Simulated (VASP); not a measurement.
```
NbN
1.0
    0.00000     2.21645     2.21645
    2.21645     0.00000     2.21645
    2.21645     2.21645     0.00000
Nb N
1 1
Direct
  0.00000   0.00000   0.00000
  0.50000   0.50000   0.50000
```

Computed with revPBE GGA, VASP's PBE PAW potentials (set 64) (plane waves; VASP 6.6.1). Numerical set-up: 520 eV cut-off, Gaussian smearing of 0.050 eV, potentials Nb_sv N.

Task: Give the energies of bands 6 to 12 at the high-symmetry points, in eV from the Fermi level.

Result: 
```json
[
 {"band": "6", "Γ": "-3.25", "X": "-5.69", "U": "-6.67", "L": "-8.93", "W": "-6.51"},
 {"band": "7", "Γ": "-3.25", "X": "-4.86", "U": "-5.90", "L": "-6.87", "W": "-5.92"},
 {"band": "8", "Γ": "-3.25", "X": "-3.93", "U": "-5.50", "L": "-6.87", "W": "-5.92"},
 {"band": "9", "Γ": "-1.93", "X": "-3.93", "U": "-1.83", "L": "1.42", "W": "-0.09"},
 {"band": "10", "Γ": "-1.93", "X": "1.54", "U": "1.92", "L": "1.42", "W": "-0.09"},
 {"band": "11", "Γ": "-1.93", "X": "2.67", "U": "2.09", "L": "1.92", "W": "2.68"},
 {"band": "12", "Γ": "-0.13", "X": "2.67", "U": "3.87", "L": "4.46", "W": "3.25"}
]
```

It has no gap at this level: it comes out as a metal or semimetal.

The compound is NbN in the rock salt structure, the cubic δ form, which competes with hexagonal ones. It was relaxed first.
